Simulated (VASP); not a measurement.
# MoS2: NMR shieldings

Wanted: the shieldings and field gradients at the nuclei of MoS2. The cell has space group P6_3/mmc. The start is a cell from a database of measured crystal structures.

Program: VASP 6.6.1. Level of theory: PBE, no spin polarisation; plane waves and PAW (Mo_sv, S), in the first sound run; inputs show where later runs differ. Results are calculated unless marked as measured.

The database entry behind the starting cell differs from later determinations by our own check (about 0.3 % long), so it need not match the best structure at ambient conditions.

## Step 1: Set-up

Symmetry: P6_3/mmc, No. 194, hexagonal system. Conventional cell: a = 3.169 Å, b = 3.169 Å, c = 12.324 Å, α = 90.00°, β = 90.00°, γ = 120.00°. Nearest to Mo lie 6 S at 2.41 Å. Nearest to S lie 3 Mo at 2.41 Å. Farther neighbours and most contacts between anions are not listed.

As a file:

```cif
data_structure
_symmetry_space_group_name_H-M 'P 1'
_symmetry_Int_Tables_number 1
_cell_length_a 3.1690
_cell_length_b 3.1690
_cell_length_c 12.3240
_cell_angle_alpha 90.000
_cell_angle_beta 90.000
_cell_angle_gamma 120.000
_cell_volume 107.18
loop_
_atom_site_label
_atom_site_type_symbol
_atom_site_fract_x
_atom_site_fract_y
_atom_site_fract_z
_atom_site_occupancy
Mo1 Mo 0.33333 0.66667 0.25000 1
Mo2 Mo 0.66667 0.33333 0.75000 1
S3 S 0.33333 0.66667 0.62300 1
S4 S 0.66667 0.33333 0.12300 1
S5 S 0.33333 0.66667 0.87700 1
S6 S 0.66667 0.33333 0.37700 1
```

## Step 2: Ground state

The next steps need an insulator, so the gap is checked first.

File INCAR:

```
SYSTEM = MoS2
PREC = Accurate
ENCUT = 400
EDIFF = 1E-07
NELM = 100
ISMEAR = 0
SIGMA = 0.01
LREAL = .FALSE.
ALGO = Normal
GGA = PE
NBANDS = 32
LASPH = .TRUE.
LORBIT = 11
LWAVE = .FALSE.
LCHARG = .FALSE.
KPAR = 8
```

File POSCAR:

```
MoS2
1.0
    3.1690000000      0.0000000000      0.0000000000
   -1.5845000000      2.7444345046      0.0000000000
    0.0000000000      0.0000000000     12.3240000000
Mo S
2 4
Direct
    0.3333333333      0.6666666667      0.2500000000
    0.6666666667      0.3333333333      0.7500000000
    0.3333333333      0.6666666667      0.6230000000
    0.6666666667      0.3333333333      0.1230000000
    0.3333333333      0.6666666667      0.8770000000
    0.6666666667      0.3333333333      0.3770000000
```

File KPOINTS:

```
Automatic mesh
0
Gamma
8 8 2
0 0 0
```

The projector-augmented-wave data sets are Mo_sv and S (PBE family, release 64).

Command:

```console
> mpirun -np 8 vasp_std
```

The program printed:

```text
[banner, memory and clock lines left out]
running    8 mpi-ranks, on    1 nodes
 distrk:  each k-point on    1 cores,    8 groups
 distr:  one band on    1 cores,    1 groups

 POSCAR found type information on POSCAR MoS
 POSCAR found :  2 types and       6 ions
|                                                                             |
|           W    W    AA    RRRRR   N    N  II  N    N   GGGG   !!!           |
|           W    W   A  A   R    R  NN   N  II  NN   N  G    G  !!!           |
|           W    W  A    A  R    R  N N  N  II  N N  N  G       !!!           |
|           W WW W  AAAAAA  RRRRR   N  N N  II  N  N N  G  GGG   !            |
|           WW  WW  A    A  R   R   N   NN  II  N   NN  G    G                |
|           W    W  A    A  R    R  N    N  II  N    N   GGGG   !!!           |
|                                                                             |
|     For optimal performance we recommend to set                             |
|       NCORE = 2 up to number-of-cores-per-socket                            |
|     NCORE specifies how many cores store one orbital (NPAR=cpu/NCORE).      |
|     This setting can greatly improve the performance of VASP for DFT.       |
|     The default, NCORE=1 might be grossly inefficient on modern             |
|     multi-core architectures or massively parallel machines. Do your        |
|     Unfortunately you need to use the default for GW and RPA                |
|     calculations (for HF NCORE is supported but not extensively tested      |
|     yet).                                                                   |
|                                                                             |

 LDA part: xc-table for (Slater+PW92), standard interpolation
 POSCAR, INCAR and KPOINTS ok, starting setup
 FFT: planning ... GRIDC
 FFT: planning ... GRID_SOFT
 FFT: planning ... GRID
 WAVECAR not read
 entering main loop
       N       E                     dE             d eps       ncg     rms          rms(c)
DAV:   1     0.379293497084E+03    0.37929E+03   -0.26243E+04  1456   0.126E+03
DAV:   2    -0.272634426096E+02   -0.40656E+03   -0.39552E+03  1616   0.351E+02
DAV:   3    -0.462139238366E+02   -0.18950E+02   -0.18798E+02  1656   0.691E+01
DAV:   4    -0.465535878974E+02   -0.33966E+00   -0.33922E+00  1528   0.956E+00
DAV:   5    -0.465639066958E+02   -0.10319E-01   -0.10314E-01  1720   0.145E+00    0.338E+01
DAV:   6    -0.444089305587E+02    0.21550E+01   -0.20684E+01  1408   0.247E+01    0.132E+01
DAV:   7    -0.439573166979E+02    0.45161E+00   -0.91093E+00  1440   0.158E+01    0.810E+00
DAV:   8    -0.436046661214E+02    0.35265E+00   -0.14556E+00  1592   0.677E+00    0.294E+00
DAV:   9    -0.436167583253E+02   -0.12092E-01   -0.13569E-01  1672   0.182E+00    0.133E+00
DAV:  10    -0.436076220528E+02    0.91363E-02   -0.60346E-02  1544   0.141E+00    0.357E-01
DAV:  11    -0.436076988706E+02   -0.76818E-04   -0.22907E-03  1576   0.271E-01    0.203E-01
DAV:  12    -0.436075789381E+02    0.11993E-03   -0.60068E-04  1600   0.128E-01    0.791E-02
DAV:  13    -0.436075845091E+02   -0.55711E-05   -0.13354E-04  1648   0.598E-02    0.731E-03
DAV:  14    -0.436075880321E+02   -0.35230E-05   -0.99135E-06  1560   0.169E-02    0.141E-02
DAV:  15    -0.436075884714E+02   -0.43937E-06   -0.17280E-06  1360   0.699E-03    0.473E-03
DAV:  16    -0.436075884081E+02    0.63336E-07   -0.76985E-07  1376   0.485E-03
   1 F= -.43607588E+02 E0= -.43607588E+02  d E =-.196593E-51
```

Elapsed: 9.4 s, on 8 MPI ranks of AMD EPYC 9R45, shared host; peak memory 1.7 GiB.

The logs omit lines about the potential files and the build; timing stands in the text.

Parts of OUTCAR (step 2):

```text
ion  position               nearest neighbor table
   1  0.333  0.667  0.250-   4 2.41   6 2.41   4 2.41   6 2.41   4 2.41   6 2.41
   2  0.667  0.333  0.750-   3 2.41   5 2.41   3 2.41   5 2.41   3 2.41   5 2.41
   3  0.333  0.667  0.623-   2 2.41   2 2.41   2 2.41
   4  0.667  0.333  0.123-   1 2.41   1 2.41   1 2.41
   5  0.333  0.667  0.877-   2 2.41   2 2.41   2 2.41
   6  0.667  0.333  0.377-   1 2.41   1 2.41   1 2.41

  LATTYP: Found a hexagonal cell.
 ALAT       =     3.1690000000
 C/A-ratio  =     3.8889239508

 Subroutine GETGRP returns: Found 24 space group operations
 (whereof 12 operations were pure point group operations)

The static configuration has the point symmetry D_3d.
 The point group associated with its full space group is D_6h.

 Found     20 irreducible k-points:

   k-points           NKPTS =     20   k-points in BZ     NKDIM =     20   number of bands    NBANDS=     32

   dimension x,y,z NGX =    24 NGY =   24 NGZ =   80
   dimension x,y,z NGXF=    48 NGYF=   48 NGZF=  160

   ENCUT  =  400.0 eV  29.40 Ry    5.42 a.u.   5.17  5.17 20.10*2*pi/ulx,y,z

   NELECT =      52.0000    total number of electrons

 k-points in reciprocal lattice and weights: Automatic mesh
   0.00000000  0.00000000  0.00000000       0.008
   0.12500000  0.00000000  0.00000000       0.047
   0.25000000  0.00000000  0.00000000       0.047
   0.37500000 -0.00000000  0.00000000       0.047
   0.50000000  0.00000000  0.00000000       0.023
   0.12500000  0.12500000  0.00000000       0.047
   0.25000000  0.12500000  0.00000000       0.094
   0.37500000  0.12500000  0.00000000       0.094
   0.25000000  0.25000000  0.00000000       0.047
[...]
0.25000000  0.25000000  0.50000000       0.047
   0.37500000  0.25000000  0.50000000       0.047

 average (electrostatic) potential at core
       1 -74.7565       2 -74.7565       3 -84.4710       4 -84.4710       5 -84.4710
       6 -84.4710

 E-fermi :   7.5898

 k-point     1 :       0.0000    0.0000    0.0000
  band No.  band energies     occupation
    ...
     22       5.3693      2.00000
     23       5.3693      2.00000
     24       6.3007      2.00000
     25       6.3483      2.00000
     26       7.4854      2.00000
     27       9.5947      0.00000
     28       9.5947      0.00000
     29       9.6231      0.00000
     30       9.6231      0.00000
     31       9.7586      0.00000
    ...

 k-point     2 :       0.1250    0.0000    0.0000
  band No.  band energies     occupation
    ...
     22       5.0285      2.00000
     23       5.4750      2.00000
     24       6.3507      2.00000
     25       6.4376      2.00000
     26       7.0333      2.00000
     27       9.2777      0.00000
     28       9.3895      0.00000
     29       9.4974      0.00000
     30       9.5397      0.00000
     31       9.6020      0.00000
    ...

 k-point     3 :       0.2500    0.0000    0.0000
  band No.  band energies     occupation
    ...
     22       5.0997      2.00000
     23       5.1862      2.00000
     24       5.8746      2.00000
     25       6.0045      2.00000
     26       6.1284      2.00000
     27       8.7082      0.00000
     28       9.0902      0.00000
     29       9.3006      0.00000
     30       9.5400      0.00000
     31       9.5794      0.00000
    ...

  Total        0.9870490      0.9870490      1.2325122      0.0000000     -0.0000000      0.0000000
  in kB       14.7544313     14.7544313     18.4236214      0.0000000     -0.0000000      0.0000000
  external PRESSURE =      15.9774947 kB  Pullay stress =       0.0000000 kB

  energy-cutoff  :      400.00
  volume of cell :      107.18
      direct lattice vectors                 reciprocal lattice vectors
     3.169000000  0.000000000  0.000000000     0.315556958  0.182186895  0.000000000
    -1.584500000  2.744434505  0.000000000     0.000000000  0.364373789  0.000000000
     0.000000000  0.000000000 12.324000000     0.000000000  0.000000000  0.081142486

 POSITION                                       TOTAL-FORCE (eV/Angst)
 -----------------------------------------------------------------------------------
     -0.00000      1.82962      3.08100         0.000000      0.000000     -0.000000
      1.58450      0.91481      9.24300        -0.000000      0.000000     -0.000000
     -0.00000      1.82962      7.67785        -0.000000      0.000000      0.074711
      1.58450      0.91481      1.51585         0.000000      0.000000      0.074711
     -0.00000      1.82962     10.80815        -0.000000      0.000000     -0.074711
      1.58450      0.91481      4.64615         0.000000     -0.000000     -0.074711
 -----------------------------------------------------------------------------------
    total drift:                               -0.000000      0.000000     -0.000000

  FREE ENERGIE OF THE ION-ELECTRON SYSTEM (eV)
  ---------------------------------------------------
  free  energy   TOTEN  =       -43.6075884081 eV

  energy  without entropy=      -43.6075884081  energy(sigma->0) =      -43.60758841

 total charge
# of ion       s       p       d       tot
------------------------------------------
    1        2.291   6.220   3.944  12.455
    2        2.291   6.220   3.944  12.455
    3        1.365   2.337   0.000   3.702
    4        1.365   2.337   0.000   3.702
    5        1.365   2.337   0.000   3.702
    6        1.365   2.337   0.000   3.702
--------------------------------------------------
tot         10.041  21.790   7.887  39.719

[... 3 further parts left out ...]
```

The gap is read on the k-mesh alone, so it is an upper bound where the band edges lie off the mesh.

This step gave:

- free energy (TOTEN): -43.61 eV
- Fermi energy: 7.590 eV
- pressure: 1.598 GPa
- gap on the k-mesh: 0.9937 eV
- least direct gap on the k-mesh: 1.935 eV

The cell has a gap of 0.994 eV on this mesh. Spin-orbit coupling is left out, which can shift or reorder these edges. Forces of up to 0.075 eV/Å remain in these settings.

(Continued in part 2 of 3.)

[Lines on the potential files, build, host, timing and source positions are cut from VASP's logs without a mark.]

[Logs are printed without paths, hosts, clocks, repeated set-up lines and the standing remarks that a program may print on its own settings, such as how far it seeks lower states.]

[Hosts, paths, dates, database ids (printed as entryN), source tags and the programs' standing remarks are cut or masked in the printed files.]
